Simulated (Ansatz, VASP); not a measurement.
**Two plane-wave programs on BaOs**

The input INCAR:

```
ALGO = Fast
EDIFF = 1E-6
EDIFFG = -0.01
ENCUT = 600
GGA = PE
IBRION = 2
ISIF = 3
ISMEAR = 0
LASPH = T
LCHARG = F
LREAL = F
LWAVE = F
NELM = 60
NSW = 100
PREC = Accurate
SIGMA = 0.1
```

File KPOINTS:

```
k-points
0
Gamma
  21 21 10
```

Contents of POSCAR:

```
BaOs
1.0
    3.1857301080      0.0000000000      0.0000000000
   -1.5928650540      2.7589232031      0.0000000000
    0.0000000000      0.0000000000      5.2485293911
Ba Os
1 1
Direct
    0.3333333333      0.6666666667      0.5000000000
    0.0000000000      0.0000000000      0.0000000000
```

Input for Ansatz:

```yaml
crystal:
  lattice:
    - [3.185730108, 0.0, 0.0]
    - [-1.592865054, 2.7589232031, 0.0]
    - [0.0, 0.0, 5.2485293911]
  atoms:
    - { symbol: Ba, position: [0.3333333333, 0.6666666667, 0.5] }
    - { symbol: Os, position: [0.0, 0.0, 0.0] }
basis:
  ecutwfc: 420
kpoints:
  mp_grid: { grid: [21, 21, 10] }
hamiltonian:
  xc: pbe
scf:
  occupations: { method: gaussian, width: 0.1 }
output:
  forces: true
  stress: true
  eigenvalues: true
  write_density: true
  write_potential: true
  elf: true
  volumetric_format: npy
relax:
  adjacent_minimum: "off"
  f_tol: 0.01
  max_steps: 80
  cell: { stress_tol: 0.05 }
```

Alike in both runs: task relaxation of cell and atoms; functional PBE; k mesh 21 × 21 × 10; occupations gaussian, width 0.1 eV; no spin polarisation.

|  | VASP | Ansatz |
| --- | --- | --- |
| version | VASP 6.6.1 | Ansatz 0.2.0 |
| potentials or method | VASP PAW PBE potentials, release 64 (Ba_sv, Os) | scalar-relativistic, plane waves, PAW |
| plane-wave cutoff (eV) | 600 | 420 |
| valence electrons in the cell | 18 | 26 |

|  | VASP | Ansatz | Ansatz less VASP |
| --- | --- | --- | --- |
| gap on the k mesh at the Fermi level, each at its own relaxed structure (eV) | none | none | - |
| relaxed volume (Å³/atom) | 24.13 | 23.14 | -0.983 |
| relaxed cell length with the largest relative difference (Å) | 3.259 | 3.202 | -0.0569 |
| energy change over the relaxation (meV/atom) | -11 | -1 | +10.0 |

A gap of «none» marks a metal or a gap that the smearing closes. The two sets of potentials don't hold the same shells in valence.

The runs have no spin-orbit coupling, so splittings on Ba, Os are missing.
